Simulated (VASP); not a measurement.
CdI2: stress against strain

CdI2 (1T layered, P-3m1, 35.257 Å³/atom and stress up to 0.26 GPa in the relaxed cell, c along z) under an equal strain ε along x and y, with z held. PBEsol in VASP (plane waves, PAW), 480 eV, 8×8×6 Γ-centred mesh, Gaussian smearing 0.05 eV; ions are relaxed, or left where forces stay under 0.02 eV/Å, within the symmetry of each cell. Stress is positive for a compressed cell.

Here s stands for strain and y for stress xx.

| strain (%) | stress xx (GPa) |
|---|---|
| -1.50 | 1.07 |
| -1.00 | 0.75 |
| -0.50 | 0.45 |
| 0.00 | 0.18 |
| 0.50 | -0.12 |
| 1.00 | -0.39 |
| 1.50 | -0.64 |
| 3.00 | ? |

Problem. Fit y against s with a straight line, and predict the withheld value at s = 3.00.

Solution. Means: s 0, y 0.186. About the means, the sum of products is -3.9900 and the sum of squares of s is 7.0000; the slope is their ratio. Least squares gives y = 0.186 - 0.5700·s. Residuals (row less fit): 0.029, -0.006, -0.021, -0.006, -0.021, -0.006, 0.029; standard error 0.023 (degrees of freedom: 5). The slope gives the elastic constants C11 + C12 = 57.0 ± 0.9 GPa (± standard error of the fit, which holds the terms cut off). At the withheld row, y = 0.186 - 0.5700 × 3.0 = -1.524 GPa. The calculation gives -1.32 GPa, 0.204 GPa above the prediction (8.5 % of the range of y in the table). The row lies outside the fitted rows, so this is an extrapolation. From the scatter of the fitted rows alone, a prediction at this place has a standard error of 0.036 GPa, so the miss is 5.7 times that.

A polynomial of degree 2 through the 12 other runs of the series gives -1.31 there, so most of the miss is curvature that the fit leaves out. Spin-orbit coupling is left out, which can shift these values for the heavy elements here. For CdI2: without a dispersion term in the relaxation, distances and binding between the weakly bound layers, chains or molecules are unreliable, and so is what depends on them. Rows are the converged runs of the series near zero and its far end, less any whose ions stayed unrelaxed beside relaxed ones; series whose fitted rows scatter by over a few per cent of the range, as at a crossing or softening among them, aren't shown in this form. Most that stay on the fit to the last digits aren't either.
